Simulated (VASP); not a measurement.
Level of theory: PW91 GGA, VASP's PBE PAW potentials (set 64) (plane waves; VASP).

VASP input:

### KPOINTS
```
Regular mesh
0
Gamma
  13 13 7
0 0 0
```

### POSCAR
```
Y
3.6505660
  0.4999999865  -0.8660254560   0.0000000000
  0.4999999865   0.8660254560   0.0000000000
  0.0000000000   0.0000000000   1.5426828318
Y
2
Cart
  0.4999999865   0.2886757294   0.3856707080
  0.4999999865  -0.2886757294   1.1570121239
```

### INCAR
```
ALGO=Normal
EDIFF=1E-7
ENCUT=520
GGA=91
ISIF=2
ISMEAR=-5
LASPH=.True.
LCHARG=.True.
LMAXMIX=4
LORBIT=11
LREAL=.False.
LWAVE=.False.
NEDOS=601
NELM=100
PREC=Accurate
SYSTEM=Y
```

POTCAR, in this order: Y_sv (PBE.64 set). Program: vasp_std.

Output of the run:

### OSZICAR
```
       N       E                     dE             d eps       ncg     rms          rms(c)
DAV:   1     0.868333584817E+02    0.86833E+02   -0.11685E+04  2520   0.139E+03
DAV:   2    -0.563912561204E+01   -0.92472E+02   -0.91638E+02  3087   0.286E+02
DAV:   3    -0.130825597565E+02   -0.74434E+01   -0.73872E+01  4859   0.481E+01
DAV:   4    -0.132253926848E+02   -0.14283E+00   -0.14277E+00  2746   0.765E+00
DAV:   5    -0.132291169231E+02   -0.37242E-02   -0.37265E-02  3683   0.957E-01    0.329E+01
DAV:   6    -0.128910044621E+02    0.33811E+00   -0.44629E-01  2534   0.481E+00    0.204E+01
DAV:   7    -0.128349364171E+02    0.56068E-01   -0.84290E-01  3142   0.611E+00    0.181E+00
DAV:   8    -0.128251549579E+02    0.97815E-02   -0.17625E-01  3080   0.274E+00    0.121E+00
DAV:   9    -0.128240373270E+02    0.11176E-02   -0.40140E-03  3678   0.458E-01    0.362E-01
DAV:  10    -0.128241577513E+02   -0.12042E-03   -0.18496E-03  2706   0.453E-01    0.361E-01
DAV:  11    -0.128241018563E+02    0.55895E-04   -0.14586E-04  3233   0.121E-01    0.394E-02
DAV:  12    -0.128241001509E+02    0.17054E-05   -0.24515E-05  3098   0.500E-02    0.187E-02
DAV:  13    -0.128241021537E+02   -0.20028E-05   -0.47133E-06  2968   0.228E-02    0.162E-03
DAV:  14    -0.128241021586E+02   -0.48572E-08   -0.13156E-07  2689   0.243E-03
   1 F= -.12824102E+02 E0= -.12824102E+02  d E =0.000000E+00
```

OUTCAR:
```
------------------------ aborting loop because EDIFF is reached ----------------------------------------
  FORCE on cell =-STRESS in cart. coord.  units (eV):
  Direction    XX          YY          ZZ          XY          YZ          ZX
  --------------------------------------------------------------------------------------
  Total       -0.0333058     -0.0333058      0.1480931      0.0000000      0.0000000      0.0000000
  in kB       -0.8209989     -0.8209990      3.6505424      0.0000000      0.0000000      0.0000000
  external PRESSURE =       0.6695148 kB  Pullay stress =       0.0000000 kB
  volume of cell :       65.00
      direct lattice vectors                 reciprocal lattice vectors
     1.825282951 -3.161483085  0.000000000     0.273930132 -0.158153622  0.000000000
     1.825282951  3.161483085  0.000000000     0.273930132  0.158153622  0.000000000
     0.000000000  0.000000000  5.631665495     0.000000000  0.000000000  0.177567365
 POSITION                                       TOTAL-FORCE (eV/Angst)
 -----------------------------------------------------------------------------------
      1.82528      1.05383      1.40792        -0.000000     -0.000000      0.000000
      1.82528     -1.05383      4.22375         0.000000      0.000000      0.000000
 -----------------------------------------------------------------------------------
    total drift:                                0.000000      0.000517     -0.000011
  FREE ENERGIE OF THE ION-ELECTRON SYSTEM (eV)
  ---------------------------------------------------
  free  energy   TOTEN  =       -12.8241021586 eV

  energy  without entropy=      -12.8241021586  energy(sigma->0) =      -12.82410216

 total charge

# of ion       s       p       d       f       tot
--------------------------------------------------
    1        2.283   6.227   0.937   0.007   9.454
    2        2.283   6.227   0.937   0.007   9.454
--------------------------------------------------
tot          4.565  12.454   1.874   0.013  18.908
```
(Selected blocks of OUTCAR.)

OUTCAR:
```
 val. band max:        3.0193799486   @ k =   0.3077   0.2308   0.2857

 cond. band min:       3.0118327100   @ k =   0.3846   0.0000   0.0000


 Fermi energy:         3.0060346973

 k-point     1 :       0.0000    0.0000    0.0000
  band No.  band energies     occupation
      1     -39.5470      2.00000
      2     -39.4640      2.00000
      3     -19.9285      2.00000
      4     -19.4363      2.00000
      5     -19.4363      2.00000
      6     -19.3354      2.00000
      7     -19.3354      2.00000
      8     -19.2877      2.00000
      9      -1.6526      2.00000
     10       1.1716      2.00000
     11       4.0865      0.00000
     12       4.7230      0.00000
     13       4.7230      0.00000
     14       5.1697      0.00000
     15       5.3644      0.00000

 k-point     2 :       0.0769    0.0000    0.0000
  band No.  band energies     occupation
      1     -39.5440      2.00000
      2     -39.4631      2.00000
      3     -19.9175      2.00000
      4     -19.4572      2.00000
      5     -19.4437      2.00000
      6     -19.3577      2.00000
      7     -19.3378      2.00000
      8     -19.2933      2.00000
      9      -1.5266      2.00000
     10       1.2877      2.00000
     11       3.9389      0.00000
     12       4.4181      0.00000
     13       4.8396      0.00000
     14       5.2261      0.00000
     15       5.3976      0.00000

 k-point     3 :       0.1538   -0.0000    0.0000
  band No.  band energies     occupation
      1     -39.5354      2.00000
      2     -39.4608      2.00000
      3     -19.8858      2.00000
      4     -19.5155      2.00000
      5     -19.4638      2.00000
      6     -19.4182      2.00000
      7     -19.3451      2.00000
      8     -19.3100      2.00000
      9      -1.1630      2.00000
     10       1.6027      2.00000
     11       3.5661     -0.00824
     12       3.9144      0.00000
     13       4.9110      0.00000
     14       5.1842      0.00000
     15       5.2496      0.00000
...
```

For a metal the tetrahedron method with Blöchl corrections gives inexact stress and forces.

The compound is Y in the hcp structure. It was relaxed first.
